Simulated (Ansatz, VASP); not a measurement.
## Moving the dispersion correction in CaCoAu3

The cell as given:

```
Ca Co Au
1.0
     4.85104    0.00000    0.00000
     0.00000    4.85104    0.00000
     0.00000    0.00000    4.85104
Ca Co Au
1 1 3
Direct
  0.00000 0.00000 0.00000
  0.50000 0.50000 0.50000
  0.00000 0.50000 0.50000
  0.50000 0.00000 0.50000
  0.50000 0.50000 0.00000
```

The cell comes from a database or a generator and needn't be the stable form of this composition.

Kept alike: task relaxation of cell and atoms; functional PBE; k mesh 5 × 5 × 5; occupations fermi-dirac, width 0.05 eV; collinear spin, ferromagnetic start. Program: Ansatz, Ansatz PAW, cutoff 420 eV. The mesh is that of the run's cell of 5 atoms. No spin-orbit coupling.

| dispersion correction | volume (Å³/atom) | largest site moment (μB) |
| --- | --- | --- |
| D3(BJ) | 21.940 | 1.55 |
| D4 | 22.030 | 1.56 |
| none | 22.867 | 1.70 |

The relaxations keep at least the cell's symmetry (Pm-3m). For a metal such a mesh leaves the last digits unconverged. Relaxations stop with a little pressure left, so the last digits of a volume or edge aren't settled. The runs hold the magnetic state that their start led to, which needn't be the lowest. Site moments count inside each atom's sphere or projector.

Problem. What does the dispersion correction change here?

Solution. The volume runs from 21.940 (D3(BJ)) to 22.867 Å³/atom (none). Against no correction: D3(BJ) -4.1 %; D4 -3.7 %. Dispersion terms mostly attract and so lower the volume; the schemes' coefficients and damping set how far. A twin series (VASP, PBE PAW files Au, Ca_sv, Co, 600 eV) moves it by +0.9499 between D3(BJ) and none, against +0.9271 Å³/atom here. The largest site moment runs from 1.55 (D3(BJ)) to 1.70 μB (none). A twin series (VASP, PBE PAW files Au, Ca_sv, Co, 600 eV) moves it by +0.149 between D3(BJ) and none, against +0.149 μB here.
